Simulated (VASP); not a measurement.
Input:

```
CELL_PARAMETERS angstrom
      0.00000     2.76183     2.76183
      2.76183     0.00000     2.76183
      2.76183     2.76183     0.00000
ATOMIC_POSITIONS crystal
  Ag 0.00000 0.00000 0.00000
  Cl 0.50000 0.50000 0.50000
```

Level of theory: rev-vdW-DF2, VASP's PBE PAW potentials (set 64) (plane waves; VASP). Run with 520 eV cut-off, 9×9×9 Γ-centred mesh, tetrahedra with Blöchl corrections, potentials Ag Cl.

### Question
Tabulate the total density of states (states/eV per cell) against energy (eV; zero at the valence-band maximum or, without a gap, the Fermi level).

### Answer

(E (eV), DOS (states/eV)): (-9.98, 0.00); (-9.74, 0.00); (-9.50, 0.00); (-9.26, 0.00); (-9.02, 0.00); (-8.78, 0.00); (-8.54, 0.00); (-8.30, 0.00); (-8.06, 0.00); (-7.82, 0.00); (-7.58, 0.00); (-7.34, 0.00); (-7.10, 0.00); (-6.86, 0.00); (-6.62, 0.00); (-6.38, 0.00); (-6.14, 0.00); (-5.90, 0.00); (-5.66, 0.00); (-5.42, 0.00); (-5.18, 0.43); (-4.94, 1.42); (-4.70, 3.10); (-4.46, 2.11); (-4.22, 1.27); (-3.98, 6.54); (-3.74, 3.57); (-3.50, 2.50); (-3.26, 1.53); (-3.02, 0.44); (-2.66, 0.43); (-2.42, 3.78); (-2.18, 10.9); (-1.94, 4.99); (-1.70, 3.18); (-1.46, 2.67); (-1.22, 2.19); (-0.98, 2.19); (-0.74, 1.98); (-0.50, 1.89); (-0.26, 1.99); (-0.02, 0.49); (0.22, 0.00); (0.46, 0.00); (0.70, 0.00); (0.94, 0.00); (1.18, 0.01); (1.42, 0.03); (1.66, 0.05); (1.90, 0.06); (2.14, 0.08); (2.38, 0.10); (2.62, 0.23); (2.86, 0.36); (3.10, 0.47); (3.34, 0.65); (3.58, 0.86); (3.82, 0.92); (4.06, 1.06); (4.30, 1.16)
Within 2 eV below the valence-band maximum the largest weight inside VASP's projection spheres is Ag d, then Cl p.

The compound is AgCl in the rock salt structure. It was relaxed first.
